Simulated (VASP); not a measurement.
SrO (rock salt), at 1.04 of the tabulated volume:

```yaml
crystal:
  lattice:
    - [0.00000, 2.61395, 2.61395]
    - [2.61395, 0.00000, 2.61395]
    - [2.61395, 2.61395, 0.00000]
  atoms:
    - { symbol: Sr, position: [0.00000, 0.00000, 0.00000] }
    - { symbol: O, position: [0.50000, 0.50000, 0.50000] }
```

The lowest empty band near X, direction across the valley's axis, from PBE with spin-orbit coupling in VASP (PAW); its two spin partners are averaged. The gap over the points computed is 3.27 eV, and the next band on that side lies 4.15 eV away at the edge.

Run with 520 eV cut-off, 10×10×10 Γ-centred mesh, Gaussian smearing of 0.050 eV, potentials Sr_sv O.

| distance from the edge in k (1/Å) | distance in energy (meV) |
|---|---|
| 0.018 | 3.0 |
| 0.025 | 5.8 |
| 0.035 | 11.4 |
| 0.050 | 23.3 |
| 0.070 | 45.6 |

Problem. Fit E(1 + αE) = ħ²k²/2m* (ħ²/2m0 = 3.810 eV Å²) and predict the row at 0.095 1/Å.

Solution. The rows don't resolve α, so a parabola serves: the electron mass is m* = 0.409 m0, and so 84.0 meV. The run gave 83.7 meV, -0.3 meV from the fit.

Left out are points under 3 meV from the edge, since the levels carry 0.1 meV, and points farther than half the way to the next band.

The compound is SrO in the rock salt structure. The cell was not relaxed at this level.
